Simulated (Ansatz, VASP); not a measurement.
# Cross-check of LuPd between VASP and Ansatz

Wanted: the spread between two codes on one cell, functional and k mesh. The cell is taken from a series of runs on this material, whose earlier steps may have relaxed, scaled, displaced or heated it; both programs get it as it stands.

Calculated with Ansatz 0.2.0; plane waves, with VASP 6.6.1 beside it; PBEsol.

## (1) The structure

Symmetry: Pm-3m, No. 221, cubic system. Conventional cell: a = 3.390 Å, b = 3.390 Å, c = 3.390 Å, α = 90.00°, β = 90.00°, γ = 90.00°. Lu has 8 Pd at 2.94 Å nearest. Nearest to Pd lie 8 Lu at 2.94 Å. Farther neighbours are not listed.

Structure file:

```
Lu Pd
1.0
     3.38963    0.00000    0.00000
     0.00000    3.38963    0.00000
     0.00000    0.00000    3.38963
Lu Pd
1 1
Direct
  0.00000 0.00000 0.00000
  0.50000 0.50000 0.50000
```

## (2) VASP: relaxation of cell and atoms, PBEsol

The relaxed volume is the usual yardstick between codes: in a stiff, nearly cubic crystal its relative difference is about their pressure difference at one cell divided by the bulk modulus.

Lines of VASP's logs that name or quote its potential files are left out, and so is its time.

Contents of INCAR:

```
SYSTEM = LuPd
PREC = Accurate
ENCUT = 500
EDIFF = 1E-07
NELM = 120
ISMEAR = 1
SIGMA = 0.2
LREAL = .FALSE.
ALGO = Normal
GGA = PS
NBANDS = 15
LASPH = .TRUE.
LORBIT = 11
LWAVE = .FALSE.
LCHARG = .FALSE.
ISIF = 3
IBRION = 2
NSW = 80
EDIFFG = -0.005
GGA_COMPAT = .FALSE.
NELMIN = 4
KPAR = 2
```

Contents of POSCAR:

```
LuPd
1.0
    3.3896310000      0.0000000000      0.0000000000
    0.0000000000      3.3896310000      0.0000000000
    0.0000000000      0.0000000000      3.3896310000
Lu Pd
1 1
Direct
    0.0000000000      0.0000000000      0.0000000000
    0.5000000000      0.5000000000      0.5000000000
```

Contents of KPOINTS:

```
Automatic mesh
0
Gamma
12 12 12
0 0 0
```

The projector-augmented-wave data sets are Lu_3 and Pd (PBE family, release 64).

Launch:

```sh
$ mpirun -np 2 vasp_std
```

Numbers of over 12 decimals in the logs are rounded to 6 here.

Log:

```text
[banner, memory and clock lines left out]
running    2 mpi-ranks, on    1 nodes
 distrk:  each k-point on    1 cores,    2 groups
 distr:  one band on    1 cores,    1 groups

 POSCAR found type information on POSCAR LuPd
 POSCAR found :  2 types and       2 ions
|                                                                             |
|               ----> ADVICE to this user running VASP <----                  |
|                                                                             |
|     You enforced a specific xc type in the INCAR file but a different       |
|     [... a line on the potential file left out ...]
|     I HOPE YOU KNOW WHAT YOU ARE DOING!                                     |
|                                                                             |

 LDA part: xc-table for (Slater+PW92), standard interpolation
 POSCAR, INCAR and KPOINTS ok, starting setup
 FFT: planning ... GRIDC
 FFT: planning ... GRID_SOFT
 FFT: planning ... GRID
 WAVECAR not read
 entering main loop
       N       E                     dE             d eps       ncg     rms          rms(c)
DAV:   1     0.657347264132E+02    0.65735E+02   -0.86156E+03  3783   0.135E+03
DAV:   2    -0.116420586648E+02   -0.77377E+02   -0.72861E+02  4116   0.484E+02
DAV:   3    -0.131789817684E+02   -0.15369E+01   -0.15258E+01  3528   0.545E+01
DAV:   4    -0.131963303085E+02   -0.17349E-01   -0.17262E-01  3426   0.309E+00
DAV:   5    -0.131968561818E+02   -0.52587E-03   -0.52586E-03  3792   0.618E-01    0.284E+01
DAV:   6    -0.129267159649E+02    0.27014E+00   -0.25760E+00  3905   0.156E+01    0.128E+01
DAV:   7    -0.128369227256E+02    0.89793E-01   -0.10105E+00  4164   0.149E+01    0.966E+00
DAV:   8    -0.127555219555E+02    0.81401E-01   -0.28972E-01  3606   0.521E+00    0.759E-01
DAV:   9    -0.127555356448E+02   -0.13689E-04   -0.68533E-03  3965   0.809E-01    0.604E-01
DAV:  10    -0.127553467148E+02    0.18893E-03   -0.84167E-04  3973   0.310E-01    0.247E-02
DAV:  11    -0.127553479704E+02   -0.12555E-05   -0.11298E-05  4072   0.423E-02    0.308E-02
DAV:  12    -0.127553469407E+02    0.10297E-05   -0.87261E-07  4052   0.175E-02    0.329E-03
DAV:  13    -0.127553469950E+02   -0.54375E-07   -0.22225E-08  1505   0.156E-03
   1 F= -.12755347E+02 E0= -.12754394E+02  d E =-.127553E+02
 curvature:   0.00 expect dE= 0.000E+00 dE for cont linesearch  0.000E+00
 trial: gam= 0.00000 g(F)=  0.000E+00 g(S)=  0.317E-02 ort = 0.000E+00 (trialstep = 0.100E+01)
 search vector abs. value=  0.317E-02
 bond charge predicted
       N       E                     dE             d eps       ncg     rms          rms(c)
DAV:   1    -0.128046176677E+02   -0.49271E-01   -0.72911E-01  3176   0.150E+01    0.219E+00
DAV:   2    -0.127744306742E+02    0.30187E-01   -0.31579E-01  4150   0.621E+00    0.102E+00
DAV:   3    -0.127569341875E+02    0.17496E-01   -0.45141E-02  4044   0.323E+00    0.204E-01
DAV:   4    -0.127553864968E+02    0.15477E-02   -0.56450E-03  4111   0.142E+00    0.159E-01
DAV:   5    -0.127553678845E+02    0.18612E-04   -0.10780E-04  3622   0.103E-01    0.109E-01
DAV:   6    -0.127553738011E+02   -0.59166E-05   -0.43665E-05  3784   0.558E-02    0.102E-02
DAV:   7    -0.127553734892E+02    0.31191E-06   -0.20542E-06  3722   0.131E-02    0.107E-02
DAV:   8    -0.127553729691E+02    0.52005E-06   -0.23591E-07  3087   0.110E-02    0.116E-03
DAV:   9    -0.127553729356E+02    0.33527E-07   -0.23884E-08  1442   0.247E-03
   2 F= -.12755373E+02 E0= -.12754381E+02  d E =-.259406E-04
 trial-energy change:   -0.000026  1 .order    0.000002   -0.003174    0.003177
 step:   0.5063(harm=  0.4997)  dis= 0.00000  next Energy=   -12.756154 (dE=-0.807E-03)
 bond charge predicted
       N       E                     dE             d eps       ncg     rms          rms(c)
DAV:   1    -0.127679990947E+02   -0.12626E-01   -0.17706E-01  3190   0.737E+00    0.104E+00
DAV:   2    -0.127603703317E+02    0.76288E-02   -0.70299E-02  4072   0.297E+00    0.476E-01
DAV:   3    -0.127565448530E+02    0.38255E-02   -0.10436E-02  4049   0.160E+00    0.114E-01
DAV:   4    -0.127561568776E+02    0.38798E-03   -0.12983E-03  4112   0.645E-01    0.648E-02
DAV:   5    -0.127561563077E+02    0.56989E-06   -0.16977E-05  3648   0.451E-02    0.461E-02
DAV:   6    -0.127561551122E+02    0.11955E-05   -0.82984E-06  3909   0.324E-02    0.321E-03
DAV:   7    -0.127561552132E+02   -0.10100E-06   -0.22361E-07  2679   0.453E-03    0.289E-03
DAV:   8    -0.127561553485E+02   -0.13525E-06   -0.28919E-08  1393   0.420E-03    0.484E-04
DAV:   9    -0.127561553252E+02    0.23241E-07   -0.10011E-08  1330   0.196E-03
   3 F= -.12756155E+02 E0= -.12755181E+02  d E =-.808330E-03
 curvature:  -0.25 expect dE=-0.846E-08 dE for cont linesearch -0.846E-08
 trial: gam= 0.00000 g(F)=  0.184E-63 g(S)=  0.339E-07 ort =-0.104E-04 (trialstep = 0.901E+00)
 search vector abs. value=  0.340E-07
 reached required accuracy - stopping structural energy minimisation
```

OUTCAR, selected parts (step 2):

```text
ion  position               nearest neighbor table
   1  0.000  0.000  0.000-   2 2.94   2 2.94   2 2.94   2 2.94   2 2.94   2 2.94   2 2.94   2 2.94

  LATTYP: Found a simple cubic cell.
 ALAT       =     3.3896310000

 Subroutine GETGRP returns: Found 48 space group operations
 (whereof 48 operations were pure point group operations)

The static configuration has the point symmetry O_h .

 Found     84 irreducible k-points:

   k-points           NKPTS =     84   k-points in BZ     NKDIM =     84   number of bands    NBANDS=     15

   dimension x,y,z NGX =    28 NGY =   28 NGZ =   28
   dimension x,y,z NGXF=    56 NGYF=   56 NGZF=   56

   ENCUT  =  500.0 eV  36.75 Ry    6.06 a.u.   6.18  6.18  6.18*2*pi/ulx,y,z

   NELECT =      19.0000    total number of electrons

 k-points in reciprocal lattice and weights: Automatic mesh
   0.00000000  0.00000000  0.00000000       0.001
   0.08333333  0.00000000  0.00000000       0.003
   0.16666667  0.00000000  0.00000000       0.003
   0.25000000  0.00000000  0.00000000       0.003
   0.33333333  0.00000000  0.00000000       0.003
   0.41666667  0.00000000  0.00000000       0.003
   0.50000000  0.00000000  0.00000000       0.002
   0.08333333  0.08333333  0.00000000       0.007
   0.16666667  0.08333333  0.00000000       0.014
[...]
0.50000000  0.50000000  0.41666667       0.003
   0.50000000  0.50000000  0.50000000       0.001

 average (electrostatic) potential at core
       1 -28.7217       2 -74.5194

 E-fermi :   6.4107

 k-point     1 :       0.0000    0.0000    0.0000
  band No.  band energies     occupation
    ...
      5       1.6816      2.00000
      6       1.6816      2.00000
      7       3.4396      2.00000
      8       3.4396      2.00000
      9       3.4396      2.00000
     10       8.1407     -0.00000
     11       8.1407     -0.00000
     12      12.4701      0.00000
     13      12.4701      0.00000
     14      12.4701      0.00000
    ...

 k-point     2 :       0.0833    0.0000    0.0000
  band No.  band energies     occupation
    ...
      5       1.7236      2.00000
      6       1.7539      2.00000
      7       3.4253      2.00000
      8       3.4253      2.00000
      9       3.4554      2.00000
     10       8.0579     -0.00000
     11       8.1527     -0.00000
     12      11.7467      0.00000
     13      11.7467      0.00000
     14      12.4239      0.00000
    ...

 k-point     3 :       0.1667    0.0000    0.0000
  band No.  band energies     occupation
    ...
      5       1.8433      2.00000
      6       1.9522      2.00000
      7       3.3874      2.00000
      8       3.3874      2.00000
      9       3.4989      2.00000
     10       7.8268     -0.00000
     11       8.0943     -0.00000
     12      10.7521      0.00000
     13      10.7521      0.00000
     14      12.2980      0.00000
    ...

  Total        0.0006840      0.0006840      0.0006840      0.0000000      0.0000000      0.0000000
  in kB        0.0283558      0.0283558      0.0283558      0.0000000      0.0000000      0.0000000
  external PRESSURE =       0.0283558 kB  Pullay stress =       0.0000000 kB

  energy-cutoff  :      500.00
  volume of cell :       38.65
      direct lattice vectors                 reciprocal lattice vectors
     3.380962100  0.000000000  0.000000000     0.295773798 -0.000000000 -0.000000000
     0.000000000  3.380962100  0.000000000    -0.000000000  0.295773798 -0.000000000
     0.000000000  0.000000000  3.380962100    -0.000000000 -0.000000000  0.295773798

 POSITION                                       TOTAL-FORCE (eV/Angst)
 -----------------------------------------------------------------------------------
      0.00000      0.00000      0.00000        -0.000000     -0.000000      0.000000
      1.69048      1.69048      1.69048         0.000000      0.000000      0.000000
 -----------------------------------------------------------------------------------
    total drift:                                0.000000      0.000000      0.000000

  FREE ENERGIE OF THE ION-ELECTRON SYSTEM (eV)
  ---------------------------------------------------
  free  energy   TOTEN  =       -12.7561553252 eV

  energy  without entropy=      -12.7532327241  energy(sigma->0) =      -12.75518112

 reached required accuracy - stopping structural energy minimisation

 total charge
# of ion       s       p       d       tot
------------------------------------------
    1        0.491   6.638   0.991   8.120
    2        0.618   0.402   8.518   9.537
--------------------------------------------------
tot          1.109   7.040   9.509  17.657

[... 3 further parts left out ...]
```

The data set Lu_3 holds the 4f electrons frozen in the core, so no f bands or f moments appear. The run keeps the 48 symmetry operations of its start, so it cannot find a distortion of lower symmetry.

## (3) Ansatz: relaxation of cell and atoms, PBEsol

Ansatz runs on its PAW soft_1 files.

The same cell, functional, mesh and smearing now go to Ansatz, which takes its cutoff from its data sets.

Contents of input.yaml:

```yaml
crystal:
  lattice:
    - [3.3896309063, 0.0, 0.0]
    - [0.0, 3.3896309063, 0.0]
    - [0.0, 0.0, 3.3896309063]
  atoms:
    - { symbol: Lu, position: [0.0, 0.0, 0.0] }
    - { symbol: Pd, position: [0.5, 0.5, 0.5] }
kpoints:
  mp_grid: { grid: [12, 12, 12] }
hamiltonian:
  xc: pbesol
  pseudopotentials: { kind: paw, azcp: { folder: soft_1 }, xc_functional: pbe }
scf:
  occupations: { method: methfessel_paxton, width: 0.2 }
output:
  forces: true
  stress: true
  eigenvalues: true
relax:
  adjacent_minimum: "off"
  f_tol: 0.001
  max_steps: 60
  cell: { stress_tol: 0.01 }
```

Launch:

```sh
$ ansatz run input.yaml --threads 4 --pin off --max-ram 10240MiB --backend cpu --events-out ev --progress --plain --runs-dir out
```

Log:

```text
Engine: ansatz 0.2.0, x86_64-unknown-linux-gnu
Pseudopotentials: kind: paw
Pseudopotential: Lu, paw, valence charge 25, recommended cutoff 420 eV (normal), soft_1/Lu.paw.azcp
Pseudopotential: Pd, paw, valence charge 18, recommended cutoff 420 eV (normal), soft_1/Pd.paw.azcp
Functional definition: PBEsol
  exchange = pbesol_x
  correlation = pbesol_c
Crystal: 2 atoms, lattice volume = 38.945 Å³
Basis set: ecut = 420 eV, 751 PW (Γ), exchange–correlation on 48×48×48 points (8 copies of the dense FFT grid, shifted against one another)
Bands: 26, of which v1, the nominal top of the filled ones, is band 22 counted from 1 (21 counted from 0)
Symmetry: 48 space group operations
Space group: Pm-3m (ITA 221), of the structure as read, at distance tolerance 3.4e-5 Å
k-points: 84 of 1728
Non-local potential: Lu, projectors of the file, l = 0: 3, l = 1: 2, l = 2: 2, l = 3: 3
Non-local potential: Pd, projectors of the file, l = 0: 2, l = 1: 2, l = 2: 2, l = 3: 1
PAW form: soft (Blöchl's): semilocal exchange-correlation on the pseudo side does not see the compensation charge
PAW frozen core: Lu, regenerated for the run's functional, and the local potential with it (the file was generated under x = pbe(κ = 0.804, μ = 0.219515), c = pbe(β = 0.066725))
PAW frozen core: Pd, regenerated for the run's functional, and the local potential with it (the file was generated under x = pbe(κ = 0.804, μ = 0.219515), c = pbe(β = 0.066725))
PAW one-centre angular grid: Lu, 590 points (default); XC on 64 Gauss nodes
PAW one-centre angular grid: Pd, 590 points (default); XC on 64 Gauss nodes
Initial density: superposition of atomic densities (chi_scale 0.1, normalization cell, long waves kept (reshape's long-wave potential 0.00 eV rms))
Initial wavefunctions: pseudopotential atomic-orbital guess
Functional: x = pbesol(κ = 0.804, μ = 0.123457), c = pbesol(β = 0.046)
SCF iter   1: F=—  HF=-21539.381797 eV  |F-HF|=—  |Δ(HF+E_count)|=         —  Δρ=5.28e-1  dr2=1.92e2  ethr=3.10e-3  ⟨swp⟩=5.9  Hψ=9818  notcnv=0
preconditioner: auto → Kerker (q_TF=auto, 2.774 Å⁻¹)  [metal: Δε(μ)=0.033 eV  Ē_g=13.412 eV  σ=0.200 eV  W_gap=0.14  n_scr=18 (ndim 8)  ℏωp=34.2 eV  f_vac=0.000  D(μ)=2.04/eV (n_scr^D=18)]
SCF iter   2: F=—  HF=-21524.272828 eV  |F-HF|=—  |Δ(HF+E_count)|=    1.51e1  S|Δr|=    0.00e0  Δρ=2.09e-1  dr2=3.25e1  ethr=3.10e-3  ⟨swp⟩=4.3  Hψ=6993  notcnv=0  defer=5
SCF iter   3: F=—  HF=-21521.501103 eV  |F-HF|=—  |Δ(HF+E_count)|=    2.77e0  S|Δr|=    0.00e0  Δρ=5.77e-2  dr2=2.47e0  ethr=3.10e-3  ⟨swp⟩=3.8  Hψ=5377  notcnv=0  defer=2
SCF iter   4: F=—  HF=-21520.931834 eV  |F-HF|=—  |Δ(HF+E_count)|=   5.69e-1  S|Δr|=    0.00e0  Δρ=3.88e-2  dr2=1.02e0  ethr=3.10e-3  ⟨swp⟩=3.6  Hψ=5764  notcnv=0  defer=9
SCF iter   5: F=—  HF=-21520.655452 eV  |F-HF|=—  |Δ(HF+E_count)|=   2.76e-1  S|Δr|=    0.00e0  Δρ=2.41e-2  dr2=9.62e-2  ethr=2.36e-3  ⟨swp⟩=3.8  Hψ=5332  notcnv=0  defer=13
SCF iter   6: F=—  HF=-21520.629370 eV  |F-HF|=—  |Δ(HF+E_count)|=   2.61e-2  S|Δr|=    0.00e0  Δρ=5.79e-3  dr2=2.17e-2  ethr=2.24e-4  ⟨swp⟩=3.0  Hψ=5973  notcnv=0  defer=19
SCF iter   7: F=—  HF=-21520.621005 eV  |F-HF|=—  |Δ(HF+E_count)|=   8.37e-3  S|Δr|=    0.00e0  Δρ=1.27e-3  dr2=1.04e-3  ethr=5.04e-5  ⟨swp⟩=2.3  Hψ=4103  notcnv=0  defer=19
SCF iter   8: F=—  HF=-21520.620946 eV  |F-HF|=—  |Δ(HF+E_count)|=   5.85e-5  S|Δr|=    0.00e0  Δρ=8.10e-4  dr2=4.70e-4  ethr=2.41e-6  ⟨swp⟩=2.3  Hψ=4386  notcnv=0  defer=14
SCF iter   9: F=—  HF=-21520.620804 eV  |F-HF|=—  |Δ(HF+E_count)|=   1.42e-4  S|Δr|=    0.00e0  Δρ=2.60e-4  dr2=5.58e-5  ethr=1.09e-6  ⟨swp⟩=2.3  Hψ=3398  notcnv=0  defer=14
SCF iter  10: F=—  HF=-21520.620820 eV  |F-HF|=—  |Δ(HF+E_count)|=   1.56e-5  S|Δr|=    0.00e0  Δρ=5.01e-5  dr2=8.09e-7  ethr=1.30e-7  ⟨swp⟩=2.3  Hψ=4296  notcnv=0  defer=14
SCF iter  11: F=—  HF=-21520.620820 eV  |F-HF|=—  |Δ(HF+E_count)|=   2.13e-7  S|Δr|=    0.00e0  Δρ=2.23e-5  dr2=1.18e-7  ethr=2.33e-10  ⟨swp⟩=11.5  Hψ=17447  notcnv=0
SCF iter  12: F=-21520.620820 eV  HF=-21520.620820 eV  |F-HF|=4.54e-9  |Δ(HF+E_count)|=   6.48e-8  S|Δr|=    0.00e0  Δρ=5.26e-6  dr2=5.53e-9  ethr=2.33e-10  ⟨swp⟩=6.1  Hψ=10492  notcnv=0
SCF 1 converged in 12 iterations: F = -21520.620820 eV  dr2 = 5.53e-9
  greatest PAW one-centre occupation: 0.999 electrons in one spin orbital (limit 2), on the Pd atom at site 1 (counted from 0), in its partial waves of l = 0
relax step   1: F+E_penalty+E_count = -21520.62081977 eV  Δ(F+E_penalty+E_count) = +0.000e0 eV  max|allowed force component| = 1.144e-28 eV/Å  Δτ_max = 0.0000 Å  P = -0.014 GPa  Ω = 38.945 Å³  (12 SCF iters, dr2 threshold 1.00e-7 eV, accepted)
[...]
relax step   2: F+E_penalty+E_count = -21520.62082376 eV  Δ(F+E_penalty+E_count) = -3.988e-6 eV  max|allowed force component| = 1.315e-30 eV/Å  Δτ_max = 0.0000 Å  P = +0.021 GPa  Ω = 38.934 Å³  energy of the carried Pulay correction = +4.239e-6 eV  (7 SCF iters, dr2 threshold 4.84e-10 eV, rejected (line search))
[...]
relax step   3: F+E_penalty+E_count = -21520.62082169 eV  Δ(F+E_penalty+E_count) = -1.911e-6 eV  max|allowed force component| = 2.478e-29 eV/Å  Δτ_max = 0.0000 Å  P = +0.000 GPa  Ω = 38.941 Å³  energy of the carried Pulay correction = +1.707e-6 eV  (10 SCF iters, accepted)
[...]
relax step   4: F+E_penalty+E_count = -21520.62082169 eV  Δ(F+E_penalty+E_count) = +0.000e0 eV  max|allowed force component| = 8.842e-30 eV/Å  Δτ_max = 0.0000 Å  P = +0.000 GPa  Ω = 38.941 Å³  stress off target by 8.96e-5 GPa  SCF on the basis re-selected at this cell (its energy is not comparable with the rows above)  (9 SCF iters)
basis re-selected at this cell: Δ(F+E_penalty+E_count) = +0.000e0 eV, ΔP = -0.000 GPa vs the last step (what re-selecting the basis moved, of the pressure what is left beyond the Pulay correction that the steps carried, after the strain that the cell walked since its last selection, with what the two solves' SCF thresholds leave and, on support functions, any second-order correction that the steps lacked; it is no me [...]
SCF converged after 9 iterations
Stability not checked: this state was not tested for a lower state beside it, because cold or Methfessel-Paxton smearing, or corrected tetrahedra, fill the levels in a way that the test cannot read (fill_not_monotonic; see scf.lower_state_search)
Free energy (F): -21520.620822 eV
Harris-Foulkes:  -21520.620822 eV  (|F-HF|=0.00e0)
Internal energy: -21520.618004 eV  (E = F + TS)
E sigma→0 (E₀):  -21520.620117 eV
Entropy (-TS):   -0.002818 eV (-1.409 meV/atom)
Fermi energy:    18.189184 eV
--- Per-component energies (eV) ---
  E_band       = -75.599760
  E_kinetic    = 870.261868
  E_local      = -8187.972794  (includes V_loc(G=0)·N_el)
  E_nonlocal   = 1056.139233
  E_hartree    = 3383.310971
  E_xc         = -345.687026
  E_vxc        = -429.063977  (∫ρ·V_xc dr)
  E_paw        = -11045.569013  (= ΣΔE_a)
  E_vpaw       = -151.586232  (= ΣTr[D̂ρ^β])
  E_aug_tail   = 0.000207  (compensation charges beyond the density's cutoff)
  E_ewald      = -7252.595860
  E_core_change = 1.494410  (= ΣΔE_core)
  E_smearing   = -0.002818  (= −TS)
  E_closure    = -0.000000  (closes the sum)
  Σ components = -21520.620822   (vs F -21520.620822, Δ=0.00e0)
--- Forces (eV/Å), atoms counted from 1 ---
  atom   1  Lu    -0.00000000     0.00000000     0.00000000
  atom   2  Pd     0.00000000    -0.00000000     0.00000000
  max |Σ_I F_I| component: 1.60e-29 eV/Å
--- Stress (GPa, compression-positive) ---
        0.000090      -0.000000       0.000000
        0.000000       0.000090       0.000000
        0.000000       0.000000       0.000090
  P = ⅓ Tr σ = 0.0001 GPa (0.001 kbar)
--- Band table (eV; the first three rows and the last of 84) ---
  k-point 0: bands = [... 18 lower, 15.2512, 15.2512, 15.2512, 19.8939, 19.8939, 24.1560, 24.1560, 24.1560]
  k-point 1: bands = [... 18 lower, 15.2424, 15.2424, 15.2738, 19.8132, 19.9043, 23.4622, 23.4622, 24.1108]
  k-point 2: bands = [... 18 lower, 15.2196, 15.2196, 15.3355, 19.5876, 19.8420, 22.4874, 22.4874, 23.9874]
  k-point 83: bands = [... 18 lower, 16.1036, 16.1036, 16.9174, 16.9174, 16.9174, 22.6794, 25.3959, 25.3959]
--- Relaxed structure (3 steps of the walk, 2 accepted, 1 SCFs on fresh bases) ---
  F+E_penalty+E_count = -21520.62082169 eV   max|allowed force component| = 8.842e-30 eV/Å   (the final SCF, on the basis selected at the relaxed cell)
  cell:  # Å, volume = 38.9408 Å³
    - [3.389493, 0.0, 0.0]
    - [0.0, 3.389493, 0.0]
    - [0.0, 0.0, 3.389493]
  atoms:
    - { symbol: Lu, position: [0, 0, 0] }
    - { symbol: Pd, position: [0.5, 0.5, 0.5] }
```

Reading the cycles: dr2 is the Hartree energy of the density residual (eV), the measure of convergence; HF is the Harris–Foulkes estimate of the energy, which meets the free energy F at convergence.

## (4) Differences

Known differences besides the potentials themselves: the data sets hold 43 valence electrons in Ansatz (on its PAW soft_1 files) and 19 in VASP; the cutoff is 420 eV in Ansatz and 500 eV in VASP; Ansatz makes its cores anew for this functional, VASP keeps those of its PBE data sets; Ansatz adds a Pulay correction to the stress that steers its cell, VASP none. Total energies have different zeros and are not compared.

Both answers:

```tsv
quantity	Ansatz	VASP	difference
volume (Å³)	38.94	38.65	+0.76 %
edge a after relaxation, in the typed setting (Å)	3.389	3.381	+0.25 %
```

(Part 1 of 2 ends here.)

[Lines on the potential files, build, host, timing and source positions are cut from VASP's logs without a mark.]

[Logs are printed without paths, hosts, clocks, repeated set-up lines and the standing remarks that a program may print on its own settings, such as how far it seeks lower states.]

[Hosts, paths, dates, database ids (printed as entryN), source tags and the programs' standing remarks are cut or masked in the printed files.]
